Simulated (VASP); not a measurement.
Here is the system:

```yaml
crystal:
  lattice:
    - [0.00000, 1.91968, 1.91968]
    - [1.91968, 0.00000, 1.91968]
    - [1.91968, 1.91968, 0.00000]
  atoms:
    - { symbol: Pt, position: [0.00000, 0.00000, 0.00000] }
```

These are PBEsol GGA, VASP's PBE PAW potentials (set 64) (plane waves; VASP) values and carry that method's errors. Numerical set-up: 480 eV cut-off, 14×14×14 Γ-centred mesh, first-order Methfessel-Paxton smearing of 0.10 eV, potentials Pt.

Unless said otherwise, spin-orbit coupling is left out, though it shifts the bands of the heavy elements here.

Q: What does the run give for the energy per atom (σ→0), pressure, band gap (on the k-mesh) with the smallest direct gap where there is one?

A: 
The band gap (on the k-mesh) is none (metal, semimetal or under 0.01 eV), the energy per atom (σ→0) comes out as -6920 meV/atom and the pressure is 20.05 GPa.

Total energies compare only between runs with the same potentials, cut-off and functional.

The compound is Pt in the fcc structure. It was relaxed first under an external pressure of 20 GPa.
